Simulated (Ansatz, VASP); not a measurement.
Cu2W in VASP and in Ansatz

```xyz
3
Lattice="4.2176 0.0000 0.0000 -2.1088 3.6525 0.0000 0.0000 0.0000 2.5806" Properties=species:S:1:pos:R:3 pbc="T T T"
Cu    0.0000    2.4350    0.0000
Cu    2.1088    1.2175    0.0000
W     0.0000    0.0000    1.2903
```

Alike in both runs: functional PBE; k mesh 12 × 12 × 18; occupations gaussian, width 0.1 eV; no spin polarisation.

Ansatz relaxed the structure, and its values are those at the end. VASP's run is a single point on that final structure, the one shown.

|  | VASP | Ansatz |
| --- | --- | --- |
| version | VASP 6.6.1 | Ansatz 0.2.0 |
| potentials or method | VASP PAW PBE potentials, release 64 (Cu, W_sv) | scalar-relativistic, plane waves, PAW |
| plane-wave cutoff (eV) | 520 | 420 |
| valence electrons in the cell | 36 | 52 |

|  | VASP | Ansatz | Ansatz less VASP |
| --- | --- | --- | --- |
| gap on the k mesh at the Fermi level (eV) | none | none | - |
| pressure (GPa) | 0.7 | 0.0 | -0.67 |

A gap of «none» marks a metal or a gap that the smearing closes. The two sets of potentials don't hold the same shells in valence.

Spin-orbit coupling is left out, which matters for the levels of W.
